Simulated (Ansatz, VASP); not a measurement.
# In2S in two plane-wave programs, part 2 of 2

Wanted: the spread between two codes on one cell, functional and k mesh. The cell is generated by rule, not measured, and may not be a known phase. The cell is taken from a series of runs on this material, whose earlier steps may have relaxed, scaled, displaced or heated it; both programs get it as it stands.

VASP 6.6.1 and Ansatz 0.2.0.

So far. Step 2 (Ansatz: single point, PBEsol, pair 1): The run ends at a pressure of -0.46 GPa, with forces up to 0.47 eV/Å. Step 3 (VASP: single point, PBEsol, pair 1): The run ends at a pressure of -0.48 GPa, with forces up to 0.47 eV/Å.

The structure was built from a prototype and need not be the compound's stable phase.

## Step 5: Ansatz: single point, PBEsol, pair 2

Level of this step: Ansatz beside VASP: Kohn-Sham DFT, plane waves, PBEsol (Ansatz).

A single point gives forces, pressure and levels at one fixed geometry, so differences don't come from the geometry; what else differs is listed under the comparison.

The cell is taken from a series of runs on this material, whose earlier steps may have relaxed, scaled, displaced or heated it; both programs get it as it stands.

The input, input.yaml:

```yaml
crystal:
  lattice:
    - [6.2898146533, 0.0, 0.0]
    - [0.0, 6.2898146533, 0.0]
    - [0.0, 0.0, 12.5796293066]
  atoms:
    - { symbol: S, position: [0.050875903, 0.0, 0.5] }
    - { symbol: S, position: [-0.050875903, 0.0, 0.0] }
    - { symbol: S, position: [0.5, 0.550875903, 0.25] }
    - { symbol: S, position: [0.5, 0.449124097, 0.75] }
    - { symbol: In, position: [0.2534089794, 0.2465910206, 0.125] }
    - { symbol: In, position: [0.2465910206, 0.2534089794, 0.625] }
    - { symbol: In, position: [0.7534089794, 0.7465910206, 0.125] }
    - { symbol: In, position: [0.7465910206, 0.7534089794, 0.625] }
    - { symbol: In, position: [0.7465910206, 0.2465910206, 0.375] }
    - { symbol: In, position: [0.7534089794, 0.2534089794, 0.875] }
    - { symbol: In, position: [0.2465910206, 0.7465910206, 0.375] }
    - { symbol: In, position: [0.2534089794, 0.7534089794, 0.875] }
kpoints:
  mp_grid: { grid: [6, 6, 4] }
hamiltonian:
  xc: pbesol
scf:
  occupations: { method: methfessel_paxton, width: 0.2 }
output:
  forces: true
  stress: true
  eigenvalues: true
```

The run is started by

```sh
$ ansatz run input.yaml --threads 8 --pin off --max-ram 14336MiB --backend cpu --events-out ev --progress --plain --runs-dir out
```

Numbers of over 12 decimals in the logs are rounded to 6 here.

What it wrote:

```text
[...]
Crystal: 12 atoms, lattice volume = 497.672 Å³
Basis set: ecut = 420 eV, 9863 PW (Γ), exchange–correlation on 90×90×180 points (8 copies of the dense FFT grid, shifted against one another)
Bands: 77, of which v1, the nominal top of the filled ones, is band 64 counted from 1 (63 counted from 0)
Symmetry: 8 space group operations
[...]
k-point 0: bands = [... 60 lower, 2.8042, 3.1089, 3.5573, 3.5573, 3.7999, 4.2979, 4.2979, 4.5052, ... 9 higher]
  k-point 1: bands = [... 60 lower, 2.8031, 3.1990, 3.2546, 3.8372, 3.8578, 4.1054, 4.2800, 4.4006, ... 9 higher]
  k-point 2: bands = [... 60 lower, 2.8927, 2.8927, 3.6485, 3.6485, 3.9452, 3.9452, 4.1660, 4.1660, ... 9 higher]
  k-point 29: bands = [... 60 lower, 3.1752, 3.1752, 3.7421, 3.7421, 4.0578, 4.0578, 4.2408, 4.2408, ... 9 higher]
[key lines of the parts left out:]
SCF converged after 9 iterations
Free energy (F): -47737.620455 eV
Fermi energy:    3.927759 eV
P = ⅓ Tr σ = -0.7630 GPa (-7.630 kbar)
```

The run ends at a pressure of -0.76 GPa, with forces up to 0.67 eV/Å.

## Step 6: VASP: single point, PBEsol, pair 2

The same cell, functional, mesh and smearing now go to VASP, with its own data sets.

The input, INCAR:

```
SYSTEM = In2S
PREC = Accurate
ENCUT = 500
EDIFF = 1E-06
NELM = 120
ISMEAR = 1
SIGMA = 0.2
LREAL = .FALSE.
ALGO = Normal
GGA = PS
NBANDS = 79
LORBIT = 11
LWAVE = .FALSE.
LCHARG = .FALSE.
ISIF = 2
LASPH = .TRUE.
GGA_COMPAT = .FALSE.
KPAR = 2
```

The input, POSCAR:

```
In2S
1.0
    6.2898146533      0.0000000000      0.0000000000
    0.0000000000      6.2898146533      0.0000000000
    0.0000000000      0.0000000000     12.5796293066
S In
4 8
Direct
    0.0508759030      0.0000000000      0.5000000000
    0.9491240970      0.0000000000      0.0000000000
    0.5000000000      0.5508759030      0.2500000000
    0.5000000000      0.4491240970      0.7500000000
    0.2534089794      0.2465910206      0.1250000000
    0.2465910206      0.2534089794      0.6250000000
    0.7534089794      0.7465910206      0.1250000000
    0.7465910206      0.7534089794      0.6250000000
    0.7465910206      0.2465910206      0.3750000000
    0.7534089794      0.2534089794      0.8750000000
    0.2465910206      0.7465910206      0.3750000000
    0.2534089794      0.7534089794      0.8750000000
```

The input, KPOINTS:

```
Automatic mesh
0
Gamma
6 6 4
0 0 0
```

Potentials, in the order of the species: S and In_d (PBE family, release 64).

The run is started by

```sh
$ mpirun -np 2 vasp_std
```

What it wrote:

```text
[banner, memory and clock lines left out]
running    2 mpi-ranks, on    1 nodes
[...]
[... a notice as in an earlier step ...]

 LDA part: xc-table for (Slater+PW92), standard interpolation
 POSCAR, INCAR and KPOINTS ok, starting setup
[...]
entering main loop
       N       E                     dE             d eps       ncg     rms          rms(c)
DAV:   1     0.127604794086E+04    0.12760E+04   -0.54502E+04  4740   0.166E+03
DAV:   2     0.162177754755E+03   -0.11139E+04   -0.10831E+04  4740   0.447E+02
DAV:   3    -0.199795286933E+02   -0.18216E+03   -0.17310E+03  5638   0.196E+02
DAV:   4    -0.389200572831E+02   -0.18941E+02   -0.18047E+02  5776   0.573E+01
[...]
DAV:  15    -0.361421333744E+02   -0.13295E-05   -0.39798E-06  4177   0.909E-03    0.120E-02
DAV:  16    -0.361421322727E+02    0.11017E-05   -0.92337E-07  2958   0.824E-03    0.198E-03
DAV:  17    -0.361421321321E+02    0.14063E-06   -0.63259E-07  2986   0.352E-03
   1 F= -.36142132E+02 E0= -.36137887E+02  d E =-.127342E-01
```

Parts of OUTCAR (step 6):

```text
  Total       -2.7457779     -2.7457779     -1.8060483      0.0000000     -0.0000000      0.0000000
  in kB       -8.8395965     -8.8395965     -5.8142863      0.0000000     -0.0000000      0.0000000
  external PRESSURE =      -7.8311598 kB  Pullay stress =       0.0000000 kB

 POSITION                                       TOTAL-FORCE (eV/Angst)
 -----------------------------------------------------------------------------------
      0.32000      0.00000      6.28981         0.443517     -0.000000      0.000000
      5.96981      0.00000      0.00000        -0.443517     -0.000000      0.000000
      3.14491      3.46491      3.14491         0.000000      0.443517      0.000000
      3.14491      2.82491      9.43472         0.000000     -0.443517      0.000000
      1.59390      1.55101      1.57245         0.052214     -0.052214     -0.000000
      1.55101      1.59390      7.86227        -0.472605      0.472605     -0.000000
      4.73880      4.69592      1.57245         0.472605     -0.472605     -0.000000
      4.69592      4.73880      7.86227        -0.052214      0.052214     -0.000000
      4.69592      1.55101      4.71736        -0.052214     -0.052214      0.000000
      4.73880      1.59390     11.00718         0.472605      0.472605      0.000000
      1.55101      4.69592      4.71736        -0.472605     -0.472605      0.000000
      1.59390      4.73880     11.00718         0.052214      0.052214      0.000000
 -----------------------------------------------------------------------------------
    total drift:                               -0.000000      0.000000      0.000000

  FREE ENERGIE OF THE ION-ELECTRON SYSTEM (eV)
  ---------------------------------------------------
  free  energy   TOTEN  =       -36.1421321321 eV

  energy  without entropy=      -36.1293979653  energy(sigma->0) =      -36.13788741

[... 2 parts as in an earlier step ...]

[... 1 further part left out ...]
[key lines of the parts left out:]
E-fermi :   2.5757
```

The run ends at a pressure of -0.78 GPa, with forces up to 0.67 eV/Å.

## Step 7: Comparison

The two programs side by side:

| quantity | Ansatz | VASP | difference |
| --- | --- | --- | --- |
| pressure (GPa) | -0.76 | -0.78 | +0.02 |

Forces on 7 of the 12 atoms, those with the largest forces and the largest differences (eV/Å; atoms numbered as in POSCAR):

```
atom         Ansatz x, y, z           VASP x, y, z
  S1    0.444, 0.000, 0.000    0.444, 0.000, 0.000
  S3    0.000, 0.444, 0.000    0.000, 0.444, 0.000
  S4   0.000, -0.444, 0.000   0.000, -0.444, 0.000
 In6   -0.474, 0.474, 0.000   -0.473, 0.473, 0.000
 In7   0.474, -0.474, 0.000   0.473, -0.473, 0.000
In10    0.474, 0.474, 0.000    0.473, 0.473, 0.000
In11  -0.474, -0.474, 0.000  -0.473, -0.473, 0.000
```

The forces differ by 0.9 meV/Å r.m.s., which is 0.3 % of the r.m.s. force of 0.269 eV/Å (both taken over all components).

## Step 8: Ansatz: single point, PBEsol, pair 3

A single point gives forces, pressure and levels at one fixed geometry, so differences don't come from the geometry; what else differs is listed under the comparison.

The cell is taken from a series of runs on this material, whose earlier steps may have relaxed, scaled, displaced or heated it; both programs get it as it stands.

The input, input.yaml:

```yaml
crystal:
  lattice:
    - [6.2898146533, 0.0, 0.0]
    - [0.0, 6.2898146533, 0.0]
    - [0.0, 0.0, 12.5796293066]
  atoms:
    - { symbol: S, position: [0.0715442386, 0.0, 0.5] }
    - { symbol: S, position: [-0.0715442386, 0.0, 0.0] }
    - { symbol: S, position: [0.5, 0.5715442386, 0.25] }
    - { symbol: S, position: [0.5, 0.4284557614, 0.75] }
    - { symbol: In, position: [0.2547938773, 0.2452061227, 0.125] }
    - { symbol: In, position: [0.2452061227, 0.2547938773, 0.625] }
    - { symbol: In, position: [0.7547938773, 0.7452061227, 0.125] }
    - { symbol: In, position: [0.7452061227, 0.7547938773, 0.625] }
    - { symbol: In, position: [0.7452061227, 0.2452061227, 0.375] }
    - { symbol: In, position: [0.7547938773, 0.2547938773, 0.875] }
    - { symbol: In, position: [0.2452061227, 0.7452061227, 0.375] }
    - { symbol: In, position: [0.2547938773, 0.7547938773, 0.875] }
kpoints:
  mp_grid: { grid: [6, 6, 4] }
hamiltonian:
  xc: pbesol
scf:
  occupations: { method: methfessel_paxton, width: 0.2 }
output:
  forces: true
  stress: true
  eigenvalues: true
```

The run is started by

```sh
$ ansatz run input.yaml --threads 8 --pin off --max-ram 14336MiB --backend cpu --events-out ev --progress --plain --runs-dir out
```

What it wrote:

```text
[...]
Crystal: 12 atoms, lattice volume = 497.672 Å³
Basis set: ecut = 420 eV, 9863 PW (Γ), exchange–correlation on 90×90×180 points (8 copies of the dense FFT grid, shifted against one another)
Bands: 77, of which v1, the nominal top of the filled ones, is band 64 counted from 1 (63 counted from 0)
Symmetry: 8 space group operations
[...]
k-point 0: bands = [... 60 lower, 2.5230, 3.1285, 3.4155, 3.4155, 3.9741, 4.4358, 4.4358, 4.9087, ... 9 higher]
  k-point 1: bands = [... 60 lower, 2.5255, 2.9854, 3.2721, 3.8677, 4.0071, 4.2555, 4.3151, 4.6746, ... 9 higher]
  k-point 2: bands = [... 60 lower, 2.6475, 2.6475, 3.6586, 3.6586, 4.1049, 4.1049, 4.4108, 4.4108, ... 9 higher]
  k-point 29: bands = [... 60 lower, 3.0329, 3.0329, 3.9696, 3.9696, 3.9696, 3.9696, 4.2012, 4.2012, ... 9 higher]
[key lines of the parts left out:]
SCF converged after 8 iterations
Free energy (F): -47737.866095 eV
Fermi energy:    3.983374 eV
P = ⅓ Tr σ = -0.8850 GPa (-8.850 kbar)
```

The run ends at a pressure of -0.89 GPa, with forces up to 0.86 eV/Å.

## Step 9: VASP: single point, PBEsol, pair 3

The same cell, functional, mesh and smearing now go to VASP, with its own data sets.

INCAR is that of step 6.

The input, POSCAR:

```
In2S
1.0
    6.2898146533      0.0000000000      0.0000000000
    0.0000000000      6.2898146533      0.0000000000
    0.0000000000      0.0000000000     12.5796293066
S In
4 8
Direct
    0.0715442386      0.0000000000      0.5000000000
    0.9284557614      0.0000000000      0.0000000000
    0.5000000000      0.5715442386      0.2500000000
    0.5000000000      0.4284557614      0.7500000000
    0.2547938773      0.2452061227      0.1250000000
    0.2452061227      0.2547938773      0.6250000000
    0.7547938773      0.7452061227      0.1250000000
    0.7452061227      0.7547938773      0.6250000000
    0.7452061227      0.2452061227      0.3750000000
    0.7547938773      0.2547938773      0.8750000000
    0.2452061227      0.7452061227      0.3750000000
    0.2547938773      0.7547938773      0.8750000000
```

KPOINTS is that of step 6.

The run is started by

```sh
$ mpirun -np 2 vasp_std
```

What it wrote:

```text
[... set-up lines as in an earlier step ...]
 entering main loop
       N       E                     dE             d eps       ncg     rms          rms(c)
DAV:   1     0.127730158424E+04    0.12773E+04   -0.54460E+04  4740   0.166E+03
DAV:   2     0.162874268230E+03   -0.11144E+04   -0.10834E+04  4740   0.447E+02
DAV:   3    -0.201254842519E+02   -0.18300E+03   -0.17413E+03  5612   0.196E+02
DAV:   4    -0.386649363638E+02   -0.18539E+02   -0.17837E+02  5656   0.575E+01
[...]
DAV:  14    -0.363883336616E+02   -0.38866E-05   -0.59420E-06  4230   0.780E-03    0.164E-02
DAV:  15    -0.363883346660E+02   -0.10044E-05   -0.14926E-06  3504   0.675E-03    0.323E-03
DAV:  16    -0.363883350404E+02   -0.37437E-06   -0.62310E-07  2965   0.398E-03
   1 F= -.36388335E+02 E0= -.36379822E+02  d E =-.255395E-01
```

From OUTCAR (step 9):

```text
  Total       -3.2316613     -3.2316613     -2.0342214      0.0000000     -0.0000000      0.0000000
  in kB      -10.4038213    -10.4038213     -6.5488534      0.0000000     -0.0000000      0.0000000
  external PRESSURE =      -9.1188320 kB  Pullay stress =       0.0000000 kB

 POSITION                                       TOTAL-FORCE (eV/Angst)
 -----------------------------------------------------------------------------------
      0.45000      0.00000      6.28981         0.311954      0.000000     -0.000000
      5.83981      0.00000      0.00000        -0.311954      0.000000     -0.000000
      3.14491      3.59491      3.14491         0.000000      0.311954     -0.000000
      3.14491      2.69491      9.43472         0.000000     -0.311954     -0.000000
      1.60261      1.54230      1.57245         0.006265     -0.006265     -0.000000
      1.54230      1.60261      7.86227        -0.607516      0.607516      0.000000
      4.74751      4.68721      1.57245         0.607516     -0.607516     -0.000000
      4.68721      4.74751      7.86227        -0.006265      0.006265     -0.000000
      4.68721      1.54230      4.71736        -0.006265     -0.006265      0.000000
      4.74751      1.60261     11.00718         0.607516      0.607516      0.000000
      1.54230      4.68721      4.71736        -0.607516     -0.607516      0.000000
      1.60261      4.74751     11.00718         0.006265      0.006265      0.000000
 -----------------------------------------------------------------------------------
    total drift:                               -0.000000      0.000000      0.000000

  FREE ENERGIE OF THE ION-ELECTRON SYSTEM (eV)
  ---------------------------------------------------
  free  energy   TOTEN  =       -36.3883350404 eV

  energy  without entropy=      -36.3627955185  energy(sigma->0) =      -36.37982187

[... 2 parts as in an earlier step ...]

[... 1 further part left out ...]
[key lines of the parts left out:]
E-fermi :   2.6323
```

The run ends at a pressure of -0.91 GPa, with forces up to 0.86 eV/Å.

## Step 10: Side by side

Both answers:

| quantity | Ansatz | VASP | difference |
| --- | --- | --- | --- |
| pressure (GPa) | -0.89 | -0.91 | +0.03 |

Forces on 8 of the 12 atoms, those with the largest forces and the largest differences (eV/Å; atoms numbered as in POSCAR):

```
atom         Ansatz x, y, z           VASP x, y, z
  S1    0.309, 0.000, 0.000    0.312, 0.000, 0.000
  S2   -0.309, 0.000, 0.000   -0.312, 0.000, 0.000
  S3    0.000, 0.309, 0.000    0.000, 0.312, 0.000
  S4   0.000, -0.309, 0.000   0.000, -0.312, 0.000
 In6   -0.608, 0.608, 0.000   -0.608, 0.608, 0.000
 In7   0.608, -0.608, 0.000   0.608, -0.608, 0.000
In10    0.608, 0.608, 0.000    0.608, 0.608, 0.000
In11  -0.608, -0.608, 0.000  -0.608, -0.608, 0.000
```

The forces differ by 0.9 meV/Å r.m.s., which is 0.3 % of the r.m.s. force of 0.305 eV/Å (both taken over all components).

## Step 11: Outcome

```yaml
r_m_s_force_difference_single_point_pbesol_pair_1: 0.54 % of the r.m.s. force
r_m_s_force_difference_single_point_pbesol_pair_2: 0.33 % of the r.m.s. force
r_m_s_force_difference_single_point_pbesol_pair_3: 0.30 % of the r.m.s. force
```

In words: The r.m.s. force difference is 0.54 % of the r.m.s. force (single point, PBEsol, pair 1), within the 3 % picked in this series as the mark of a large difference. 1 further run of this series is not shown here. Such differences can come from data sets, numerical settings and the points named under the comparisons, not from the functional's error against experiment.

[Lines on the potential files, build, host, timing and source positions are cut from VASP's logs without a mark.]

[Logs are printed without paths, hosts, clocks, repeated set-up lines and the standing remarks that a program may print on its own settings, such as how far it seeks lower states.]

[Hosts, paths, dates, database ids (printed as entryN), source tags and the programs' standing remarks are cut or masked in the printed files.]
